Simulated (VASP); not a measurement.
# CaO (Lime) with PBE + D3(BJ): from relaxation to properties, part 3 of 4

What structure does CaO (Lime) take at this level, and what are its properties? The start is a cell from a database of measured crystal structures.

VASP 6.6.1; PBE with D3(BJ); plane waves and PAW (Ca_sv, O).

So far, gap on the k-mesh (eV): step 2 (full relaxation (PBE + D3(BJ))) 3.63; step 6 (density of states (PBE + D3(BJ))) 3.63.

## (7) Volume scan with PBE + D3(BJ)

An equation of state needs energies on both sides of the minimum, all on one mesh and cutoff.

INCAR reads:

```
SYSTEM = CaO
PREC = Accurate
ENCUT = 520
EDIFF = 1E-06
NELM = 100
ISMEAR = 0
SIGMA = 0.05
LREAL = .FALSE.
ALGO = Normal
GGA = PE
IVDW = 12
NBANDS = 14
LORBIT = 11
LWAVE = .FALSE.
LCHARG = .FALSE.
KPAR = 2
ISIF = 2
```

POSCAR reads:

```
CaO
1.0
    0.0000000000      2.3472073262      2.3472073262
    2.3472073262      0.0000000000      2.3472073262
    2.3472073262      2.3472073262      0.0000000000
Ca O
1 1
Direct
    0.0000000000      0.0000000000      0.0000000000
    0.5000000000      0.5000000000      0.5000000000
```

KPOINTS reads:

```
Automatic mesh
0
Gamma
8 8 8
0 0 0
```

The projector-augmented-wave data sets are Ca_sv and O (PBE family, release 64).

Command:

```sh
mpirun -np 2 vasp_std
```

Output:

```text
[... set-up lines as in an earlier step ...]
 entering main loop
       N       E                     dE             d eps       ncg     rms          rms(c)
DAV:   1     0.127879629368E+03    0.12788E+03   -0.85543E+03   812   0.119E+03
DAV:   2    -0.897894194913E+01   -0.13686E+03   -0.12821E+03   998   0.313E+02
DAV:   3    -0.142768142034E+02   -0.52979E+01   -0.52640E+01   896   0.643E+01
DAV:   4    -0.144472856196E+02   -0.17047E+00   -0.17032E+00  1220   0.999E+00
DAV:   5    -0.144489361856E+02   -0.16506E-02   -0.16505E-02   906   0.106E+00    0.860E+00
DAV:   6    -0.127692728370E+02    0.16797E+01   -0.55410E+00   870   0.238E+01    0.343E+00
DAV:   7    -0.127223079273E+02    0.46965E-01   -0.50192E-01   984   0.732E+00    0.175E+00
DAV:   8    -0.127198913494E+02    0.24166E-02   -0.70125E-02   982   0.288E+00    0.345E-01
DAV:   9    -0.127189275912E+02    0.96376E-03   -0.80282E-03   976   0.727E-01    0.119E-01
DAV:  10    -0.127195756834E+02   -0.64809E-03   -0.94886E-04   844   0.342E-01    0.545E-02
DAV:  11    -0.127195364272E+02    0.39256E-04   -0.11850E-04  1046   0.126E-01    0.617E-03
DAV:  12    -0.127195368752E+02   -0.44796E-06   -0.12523E-05   858   0.334E-02    0.368E-03
DAV:  13    -0.127195366268E+02    0.24836E-06   -0.89327E-07   612   0.927E-03
   1 F= -.13305160E+02 E0= -.13305160E+02  d E =-.486758E-14
```

Run time: 5 s. Hardware: 2 MPI ranks of Intel Xeon Platinum 8488C (Sapphire Rapids), shared host; peak memory 0.31 GiB; 8.9 s of CPU time.

Parts of OUTCAR (step 7):

```text
   ENCUT  =  520.0 eV  38.22 Ry    6.18 a.u.   6.17  6.17  6.17*2*pi/ulx,y,z

   NELECT =      16.0000    total number of electrons

 E-fermi :   3.0143

 k-point     1 :       0.0000    0.0000    0.0000
  band No.  band energies     occupation
    ...
      4     -15.2946      2.00000
      5     -12.9039      2.00000
      6       2.7681      2.00000
      7       2.7681      2.00000
      8       2.7681      2.00000
      9       8.0800      0.00000
     10       9.1592      0.00000
     11       9.1592      0.00000
     12       9.1592      0.00000
     13      10.7923      0.00000
    ...

 Edisp (eV)   -0.58562

  Total       1.28887     1.28887     1.28887    -0.00000     0.00000     0.00000
  in kB      79.84243    79.84243    79.84243    -0.00000     0.00000     0.00000
  external pressure =       79.84 kB  Pullay stress =        0.00 kB

 POSITION                                       TOTAL-FORCE (eV/Angst)
 -----------------------------------------------------------------------------------
      0.00000      0.00000      0.00000         0.000000      0.000000      0.000000
      2.34721      2.34721      2.34721        -0.000000     -0.000000     -0.000000
 -----------------------------------------------------------------------------------
    total drift:                                0.000000      0.000000      0.000000

  FREE ENERGIE OF THE ION-ELECTRON SYSTEM (eV)
  ---------------------------------------------------
  free  energy   TOTEN  =       -13.3051597352 eV

  energy  without entropy=      -13.3051597352  energy(sigma->0) =      -13.30515974

[... 4 parts as in an earlier step ...]

[... 12 further parts left out ...]
```

The scan keeps the cell's shape and the fractional positions fixed.

Numbers from this step:

```
SCF cycles                     : 13
bands                          : 14
irreducible k-points           : 29
free energy (TOTEN)            : -13.31 eV
Fermi energy                   : 3.014 eV
pressure                       : 7.984 GPa
gap on the k-mesh              : 3.601 eV
least direct gap on the k-mesh : 3.956 eV
```

The pressure here is 7.98 GPa.

## (8) Volume scan with PBE + D3(BJ) (run 2)

INCAR is that of step 7.

POSCAR reads:

```
CaO
1.0
    0.0000000000      2.3637374999      2.3637374999
    2.3637374999      0.0000000000      2.3637374999
    2.3637374999      2.3637374999      0.0000000000
Ca O
1 1
Direct
    0.0000000000      0.0000000000      0.0000000000
    0.5000000000      0.5000000000      0.5000000000
```

KPOINTS is that of step 7.

Command:

```sh
mpirun -np 2 vasp_std
```

Output:

```text
[... set-up lines as in an earlier step ...]
 entering main loop
       N       E                     dE             d eps       ncg     rms          rms(c)
DAV:   1     0.130530385689E+03    0.13053E+03   -0.86395E+03   812   0.119E+03
DAV:   2    -0.844406762512E+01   -0.13897E+03   -0.12939E+03   996   0.310E+02
DAV:   3    -0.142956751405E+02   -0.58516E+01   -0.58062E+01   910   0.660E+01
DAV:   4    -0.144753578409E+02   -0.17968E+00   -0.17931E+00  1202   0.100E+01
DAV:   5    -0.144771560218E+02   -0.17982E-02   -0.17981E-02   946   0.102E+00    0.858E+00
DAV:   6    -0.128076534626E+02    0.16695E+01   -0.56188E+00   876   0.237E+01    0.348E+00
DAV:   7    -0.127576118594E+02    0.50042E-01   -0.51093E-01   972   0.732E+00    0.176E+00
DAV:   8    -0.127553199580E+02    0.22919E-02   -0.71276E-02   976   0.290E+00    0.346E-01
DAV:   9    -0.127543971190E+02    0.92284E-03   -0.80096E-03   962   0.706E-01    0.119E-01
DAV:  10    -0.127550763891E+02   -0.67927E-03   -0.99067E-04   862   0.348E-01    0.574E-02
DAV:  11    -0.127550307209E+02    0.45668E-04   -0.12099E-04  1052   0.128E-01    0.628E-03
DAV:  12    -0.127550312365E+02   -0.51554E-06   -0.13053E-05   846   0.333E-02    0.417E-03
DAV:  13    -0.127550309368E+02    0.29971E-06   -0.10113E-06   636   0.980E-03
   1 F= -.13328026E+02 E0= -.13328026E+02  d E =-.198293E-10
```

The job ended after 5 s (2 MPI ranks; peak memory 0.32 GiB).

OUTCAR, selected parts (step 8):

```text
   ENCUT  =  520.0 eV  38.22 Ry    6.18 a.u.   6.22  6.22  6.22*2*pi/ulx,y,z

   NELECT =      16.0000    total number of electrons

 E-fermi :   2.8394

 k-point     1 :       0.0000    0.0000    0.0000
  band No.  band energies     occupation
    ...
      4     -15.5227      2.00000
      5     -12.9903      2.00000
      6       2.6398      2.00000
      7       2.6398      2.00000
      8       2.6398      2.00000
      9       7.7683      0.00000
     10       8.9833      0.00000
     11       8.9833      0.00000
     12       8.9833      0.00000
     13      10.5775      0.00000
    ...

 Edisp (eV)   -0.57300

  Total       0.82940     0.82940     0.82940    -0.00000     0.00000     0.00000
  in kB      50.30888    50.30888    50.30888    -0.00000     0.00000     0.00000
  external pressure =       50.31 kB  Pullay stress =        0.00 kB

 POSITION                                       TOTAL-FORCE (eV/Angst)
 -----------------------------------------------------------------------------------
      0.00000      0.00000      0.00000        -0.000000     -0.000000      0.000000
      2.36374      2.36374      2.36374         0.000000      0.000000     -0.000000
 -----------------------------------------------------------------------------------
    total drift:                                0.000000      0.000000      0.000000

  FREE ENERGIE OF THE ION-ELECTRON SYSTEM (eV)
  ---------------------------------------------------
  free  energy   TOTEN  =       -13.3280263009 eV

  energy  without entropy=      -13.3280263008  energy(sigma->0) =      -13.32802630

[... 4 parts as in an earlier step ...]

[... 12 further parts left out ...]
```

This step gave:

```yaml
free_energy_toten: -13.33 eV
fermi_energy: 2.839 eV
pressure: 5.031 GPa
gap_on_the_k_mesh: 3.614 eV
least_direct_gap_on_the_k_mesh: 3.976 eV
```

The pressure falls from 7.98 to 5.03 GPa.

The run ends at a pressure of 5.03 GPa.

## (9) Volume scan with PBE + D3(BJ) (run 3)

INCAR is that of step 8.

POSCAR reads:

```
CaO
1.0
    0.0000000000      2.3800396530      2.3800396530
    2.3800396530      0.0000000000      2.3800396530
    2.3800396530      2.3800396530      0.0000000000
Ca O
1 1
Direct
    0.0000000000      0.0000000000      0.0000000000
    0.5000000000      0.5000000000      0.5000000000
```

KPOINTS is that of step 8.

Command:

```sh
mpirun -np 2 vasp_std
```

Output:

```text
[... set-up lines as in an earlier step ...]
 entering main loop
       N       E                     dE             d eps       ncg     rms          rms(c)
DAV:   1     0.128745289237E+03    0.12875E+03   -0.87744E+03   812   0.119E+03
DAV:   2    -0.861318761834E+01   -0.13736E+03   -0.12741E+03  1028   0.308E+02
DAV:   3    -0.143046738546E+02   -0.56915E+01   -0.56460E+01   860   0.652E+01
DAV:   4    -0.144957270155E+02   -0.19105E+00   -0.19088E+00  1222   0.996E+00
[...]
DAV:  11    -0.127803791985E+02    0.49216E-04   -0.12149E-04  1076   0.128E-01    0.626E-03
DAV:  12    -0.127803798507E+02   -0.65217E-06   -0.13836E-05   870   0.333E-02    0.464E-03
DAV:  13    -0.127803795007E+02    0.35000E-06   -0.11278E-06   666   0.104E-02
   1 F= -.13341293E+02 E0= -.13341293E+02  d E =-.104368E-24
```

The job ended after 5 s (2 MPI ranks; peak memory 0.31 GiB; 9.1 s of CPU time).

OUTCAR, selected parts (step 9):

```text
 Edisp (eV)   -0.56091

  Total       0.40057     0.40057     0.40057     0.00000     0.00000    -0.00000
  in kB      23.80162    23.80162    23.80162     0.00000     0.00000    -0.00000
  external pressure =       23.80 kB  Pullay stress =        0.00 kB

 POSITION                                       TOTAL-FORCE (eV/Angst)
 -----------------------------------------------------------------------------------
      0.00000      0.00000      0.00000         0.000000     -0.000000     -0.000000
      2.38004      2.38004      2.38004        -0.000000      0.000000      0.000000
 -----------------------------------------------------------------------------------
    total drift:                                0.000000      0.000000      0.000000

  FREE ENERGIE OF THE ION-ELECTRON SYSTEM (eV)
  ---------------------------------------------------
  free  energy   TOTEN  =       -13.3412931655 eV

  energy  without entropy=      -13.3412931655  energy(sigma->0) =      -13.34129317

[... 1 part as in an earlier step ...]

[... 2 further parts left out ...]
[key lines of the parts left out:]
E-fermi :   2.8666
```

The pressure falls from 5.03 to 2.38 GPa.

The run ends at a pressure of 2.38 GPa.

## (10) Volume scan with PBE + D3(BJ) (run 4)

INCAR is that of step 9.

POSCAR reads:

```
CaO
1.0
    0.0000000000      2.3961214898      2.3961214898
    2.3961214898      0.0000000000      2.3961214898
    2.3961214898      2.3961214898      0.0000000000
Ca O
1 1
Direct
    0.0000000000      0.0000000000      0.0000000000
    0.5000000000      0.5000000000      0.5000000000
```

KPOINTS is that of step 9.

Command:

```sh
mpirun -np 2 vasp_std
```

Output:

```text
[... set-up lines as in an earlier step ...]
 entering main loop
       N       E                     dE             d eps       ncg     rms          rms(c)
[... 13 cycles as in an earlier step ...]
   1 F= -.13345928E+02 E0= -.13345928E+02  d E =-.123743E-20
```

It took 5 s on 2 MPI ranks; peak memory 0.32 GiB; 9 s of CPU time.

From OUTCAR (step 10):

```text
 Edisp (eV)   -0.54935

[... 6 parts as in an earlier step ...]

[... 1 further part left out ...]
[key lines of the parts left out:]
E-fermi :   2.7139
```

The pressure falls from 2.38 to 0.00 GPa.

The run ends at a pressure of 0.00 GPa.

## (11) Volume scan with PBE + D3(BJ) (run 5)

INCAR is that of step 10.

POSCAR reads:

```
CaO
1.0
    0.0000000000      2.4119903065      2.4119903065
    2.4119903065      0.0000000000      2.4119903065
    2.4119903065      2.4119903065      0.0000000000
Ca O
1 1
Direct
    0.0000000000      0.0000000000      0.0000000000
    0.5000000000      0.5000000000      0.5000000000
```

KPOINTS is that of step 10.

Command:

```sh
mpirun -np 2 vasp_std
```

Output:

```text
[... set-up lines as in an earlier step ...]
 entering main loop
       N       E                     dE             d eps       ncg     rms          rms(c)
DAV:   1     0.127783895752E+03    0.12778E+03   -0.84371E+03   812   0.117E+03
DAV:   2    -0.838490748319E+01   -0.13617E+03   -0.12697E+03  1016   0.305E+02
DAV:   3    -0.142950568117E+02   -0.59101E+01   -0.58720E+01   926   0.662E+01
DAV:   4    -0.145142927309E+02   -0.21924E+00   -0.21908E+00  1206   0.104E+01
[...]
DAV:  11    -0.128045045358E+02    0.57492E-04   -0.12307E-04  1114   0.131E-01    0.638E-03
DAV:  12    -0.128045053597E+02   -0.82387E-06   -0.14355E-05   860   0.337E-02    0.555E-03
DAV:  13    -0.128045049058E+02    0.45382E-06   -0.14486E-06   760   0.119E-02
   1 F= -.13342776E+02 E0= -.13342776E+02  d E =-.150354E-17
```

Wall time 5 s (2 MPI ranks); peak memory 0.31 GiB.

From OUTCAR (step 11):

```text
 Edisp (eV)   -0.53827

  Total      -0.37351    -0.37351    -0.37351    -0.00000     0.00000     0.00000
  in kB     -21.32344   -21.32344   -21.32344    -0.00000     0.00000     0.00000
  external pressure =      -21.32 kB  Pullay stress =        0.00 kB

 POSITION                                       TOTAL-FORCE (eV/Angst)
 -----------------------------------------------------------------------------------
      0.00000      0.00000      0.00000         0.000000      0.000000      0.000000
      2.41199      2.41199      2.41199        -0.000000      0.000000     -0.000000
 -----------------------------------------------------------------------------------
    total drift:                                0.000000      0.000000      0.000000

  FREE ENERGIE OF THE ION-ELECTRON SYSTEM (eV)
  ---------------------------------------------------
  free  energy   TOTEN  =       -13.3427761807 eV

  energy  without entropy=      -13.3427761807  energy(sigma->0) =      -13.34277618

[... 1 part as in an earlier step ...]

[... 2 further parts left out ...]
[key lines of the parts left out:]
E-fermi :   2.5719
```

The pressure falls from 0.00 to -2.13 GPa.

The run ends at a pressure of -2.13 GPa.

## (12) Volume scan with PBE + D3(BJ) (run 6)

INCAR is that of step 11.

POSCAR reads:

```
CaO
1.0
    0.0000000000      2.4276530201      2.4276530201
    2.4276530201      0.0000000000      2.4276530201
    2.4276530201      2.4276530201      0.0000000000
Ca O
1 1
Direct
    0.0000000000      0.0000000000      0.0000000000
    0.5000000000      0.5000000000      0.5000000000
```

KPOINTS is that of step 11.

Command:

```sh
mpirun -np 2 vasp_std
```

Output:

```text
[... set-up lines as in an earlier step ...]
 entering main loop
       N       E                     dE             d eps       ncg     rms          rms(c)
DAV:   1     0.123708739230E+03    0.12371E+03   -0.83438E+03   812   0.116E+03
DAV:   2    -0.881226661909E+01   -0.13252E+03   -0.12375E+03  1010   0.297E+02
DAV:   3    -0.143283722735E+02   -0.55161E+01   -0.54705E+01   910   0.636E+01
DAV:   4    -0.145137950440E+02   -0.18542E+00   -0.18522E+00  1216   0.100E+01
[...]
DAV:  11    -0.128049572949E+02    0.59283E-04   -0.12407E-04  1126   0.131E-01    0.669E-03
DAV:  12    -0.128049582489E+02   -0.95397E-06   -0.14831E-05   846   0.340E-02    0.606E-03
DAV:  13    -0.128049577391E+02    0.50972E-06   -0.17741E-06   844   0.129E-02
   1 F= -.13332609E+02 E0= -.13332609E+02  d E =-.319937E-15
```

Run time: 5 s. Hardware: 2 MPI ranks; peak memory 0.31 GiB; 9.1 s of CPU time.

Parts of OUTCAR (step 12):

```text
 Edisp (eV)   -0.52765

  Total      -0.72341    -0.72341    -0.72341    -0.00000    -0.00000     0.00000
  in kB     -40.50472   -40.50472   -40.50472    -0.00000    -0.00000     0.00000
  external pressure =      -40.50 kB  Pullay stress =        0.00 kB

 POSITION                                       TOTAL-FORCE (eV/Angst)
 -----------------------------------------------------------------------------------
      0.00000      0.00000      0.00000         0.000000     -0.000000     -0.000000
      2.42765      2.42765      2.42765        -0.000000      0.000000      0.000000
 -----------------------------------------------------------------------------------
    total drift:                                0.000000      0.000000      0.000000

  FREE ENERGIE OF THE ION-ELECTRON SYSTEM (eV)
  ---------------------------------------------------
  free  energy   TOTEN  =       -13.3326085587 eV

  energy  without entropy=      -13.3326085587  energy(sigma->0) =      -13.33260856

[... 1 part as in an earlier step ...]

[... 2 further parts left out ...]
[key lines of the parts left out:]
E-fermi :   2.4396
```

The pressure falls from -2.13 to -4.05 GPa.

The run ends at a pressure of -4.05 GPa.

## (13) Volume scan with PBE + D3(BJ) (run 7)

A prediction first. A parabola through the 6 pressures of evenly scaled cells so far, P = 0.00 -113.1 t +257 t² GPa with t = ln(V/V₁) and V₁ the volume at scale 1, gives -5.72 GPa at t = +0.0583.

INCAR is that of step 12.

POSCAR reads:

```
CaO
1.0
    0.0000000000      2.4431161951      2.4431161951
    2.4431161951      0.0000000000      2.4431161951
    2.4431161951      2.4431161951      0.0000000000
Ca O
1 1
Direct
    0.0000000000      0.0000000000      0.0000000000
    0.5000000000      0.5000000000      0.5000000000
```

KPOINTS is that of step 12.

Command:

```sh
mpirun -np 2 vasp_std
```

Output:

```text
[... set-up lines as in an earlier step ...]
 entering main loop
       N       E                     dE             d eps       ncg     rms          rms(c)
DAV:   1     0.123412163463E+03    0.12341E+03   -0.82379E+03   812   0.115E+03
DAV:   2    -0.862347435939E+01   -0.13204E+03   -0.12295E+03   986   0.299E+02
DAV:   3    -0.143190417315E+02   -0.56956E+01   -0.56508E+01   956   0.641E+01
DAV:   4    -0.145092274642E+02   -0.19019E+00   -0.19008E+00  1170   0.102E+01
[...]
DAV:  11    -0.127987366163E+02    0.62203E-04   -0.12889E-04  1108   0.133E-01    0.705E-03
DAV:  12    -0.127987376925E+02   -0.10762E-05   -0.15341E-05   848   0.345E-02    0.653E-03
DAV:  13    -0.127987371151E+02    0.57741E-06   -0.20360E-06   854   0.137E-02
   1 F= -.13316198E+02 E0= -.13316198E+02  d E =-.153053E-13
```

Elapsed: 5 s, on 2 MPI ranks; peak memory 0.32 GiB; 9 s of CPU time.

OUTCAR, selected parts (step 13):

```text
 Edisp (eV)   -0.51746

  Total      -1.05122    -1.05122    -1.05122     0.00000     0.00000    -0.00000
  in kB     -57.74847   -57.74847   -57.74847     0.00000     0.00000    -0.00000
  external pressure =      -57.75 kB  Pullay stress =        0.00 kB

 POSITION                                       TOTAL-FORCE (eV/Angst)
 -----------------------------------------------------------------------------------
      0.00000      0.00000      0.00000        -0.000000     -0.000000     -0.000000
      2.44312      2.44312      2.44312         0.000000      0.000000      0.000000
 -----------------------------------------------------------------------------------
    total drift:                                0.000000      0.000000      0.000000

  FREE ENERGIE OF THE ION-ELECTRON SYSTEM (eV)
  ---------------------------------------------------
  free  energy   TOTEN  =       -13.3161979019 eV

  energy  without entropy=      -13.3161979019  energy(sigma->0) =      -13.31619790

[... 1 part as in an earlier step ...]

[... 2 further parts left out ...]
[key lines of the parts left out:]
E-fermi :   2.3170
```

The pressure falls from -4.05 to -5.77 GPa. The parabola predicted -5.72 GPa, +0.06 GPa off.

## (14) Side by side

Times are for 2 MPI ranks of Intel Xeon Platinum 8488C (Sapphire Rapids), shared host. Results by setting:

| no. | volume scale | energy above the lowest point (meV/atom) | pressure (GPa) | gap on the k-mesh (eV) | time | memory (GiB) |
| --- | --- | --- | --- | --- | --- | --- |
| 1 | 0.94 | 20.38 | 7.984 | 3.601 | 5 s | 0.31 |
| 2 | 0.96 | 8.95 | 5.031 | 3.614 | 5 s | 0.32 |
| 3 | 0.98 | 2.32 | 2.380 | 3.625 | 5 s | 0.31 |
| 4 | 1 | 0 | 0.002128 | 3.633 | 5 s | 0.32 |
| 5 | 1.02 | 1.58 | -2.132 | 3.638 | 5 s | 0.31 |
| 6 | 1.04 | 6.66 | -4.050 | 3.642 | 5 s | 0.31 |
| 7 | 1.06 | 14.87 | -5.775 | 3.644 | 5 s | 0.32 |

## (15) Fit for PBE + D3(BJ)

This step: Birch-Murnaghan fit, PBE with D3(BJ); plane waves and PAW (VASP 6.6.1).

No new run; the numbers come from the runs before.

Numbers from this step:

| Quantity | Value |
| --- | --- |
| pressure derivative of the bulk modulus | 4.298 |
| r.m.s. error of the fit | 4.58e-6 eV/atom |
| minimum inside the sampled range | yes |
| bulk modulus | 112.3 GPa |
| equilibrium volume of the fit | 13.78 Å³/atom |

Table of energy above the fitted minimum by volume:

| volume (Å³/atom) | energy above the fitted minimum (eV/atom) |
| --- | --- |
| 12.932 | 0.0204 |
| 13.207 | 0.00896 |
| 13.482 | 0.00232 |
| 13.757 | 6.7e-6 |
| 14.032 | 0.00158 |
| 14.307 | 0.00667 |
| 14.582 | 0.0149 |

The fitted volume lies +0.15 % from the relaxed one. At a finite cutoff and mesh the minimum of the energy and the zero of the stress don't quite coincide, and the relaxation stops at a threshold.

(Part 3 of 4 ends here.)

[Lines on the potential files, build, host, timing and source positions are cut from VASP's logs without a mark.]

[Logs are printed without paths, hosts, clocks, repeated set-up lines and the standing remarks that a program may print on its own settings, such as how far it seeks lower states.]

[Hosts, paths, dates, database ids (printed as entryN), source tags and the programs' standing remarks are cut or masked in the printed files.]

[A measured line is paired with the nearest computed mode of its activity, which favours agreement.]
